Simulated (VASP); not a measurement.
Input:

```
CELL_PARAMETERS angstrom
      0.00000     2.71757     2.71757
      2.71757     0.00000     2.71757
      2.71757     2.71757     0.00000
ATOMIC_POSITIONS crystal
  Al 0.00000 0.00000 0.00000
  P  0.25000 0.25000 0.25000
```

Method: LDA (Ceperley-Alder, Perdew-Zunger), VASP's LDA PAW potentials (set 64) (plane waves; VASP). Settings: 400 eV cut-off, 15×15×15 Γ-centred mesh, Gaussian smearing of 0.010 eV, potentials Al P.

Question: Give the direction-averaged independent-particle dielectric function (no local fields, no excitons; a broadening of 0.1 eV leaves a tail below the gap, and fine structure carries the noise of the k-mesh).

Answer: 
```
ħω (eV)     ε₁     ε₂
-------  -----  -----
0.00      9.13   0.00
0.40      9.19   0.03
0.80      9.37   0.06
1.20      9.69   0.10
1.60     10.19   0.15
2.00     10.93   0.23
2.40     12.08   0.36
2.80     13.94   0.62
3.20     17.48   1.53
3.60     22.91   7.40
4.00     21.92  18.96
4.40      8.46  36.12
4.80     -3.82  21.16
5.20     -3.48  11.68
5.60     -6.58  14.46
6.00     -4.58  11.20
6.40     -6.65   6.82
6.80     -4.62   5.76
7.20     -5.07   4.31
7.60     -4.01   3.66
8.00     -3.87   3.11
8.40     -3.61   2.96
8.80     -3.12   2.00
9.20     -2.73   1.94
```
ε₂ peaks at 4.4 eV (height 36.1); ε₁(0) averages 9.13, so the electronic refractive index below the gap tends to √9.13 = 3.02.

The compound is AlP in the zinc blende structure. It was relaxed first.
